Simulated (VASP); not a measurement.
```
CELL_PARAMETERS angstrom
      0.00000     2.74016     2.74016
      2.74016     0.00000     2.74016
      2.74016     2.74016     0.00000
ATOMIC_POSITIONS crystal
  Ba 0.00000 0.00000 0.00000
  O  0.50000 0.50000 0.50000
```

These are LDA (Ceperley-Alder, Perdew-Zunger), VASP's LDA PAW potentials (set 64) (plane waves; VASP) values and carry that method's errors. Run with 520 eV cut-off, 9×9×9 Γ-centred mesh, tetrahedra with Blöchl corrections, potentials Ba_sv O.

Task: The job: BaO (rock salt), 2 atoms, LDA, static run, 520 eV, 9×9×9 Γ-centred mesh. Roughly how much core time does it take on a busy server core?

Result: About 10 core-seconds (one run on a shared machine, a rough figure). It had 35 irreducible k-points, 12 bands, up to 1125 plane waves and 14 electronic steps.

The compound is BaO in the rock salt structure. It was relaxed first.
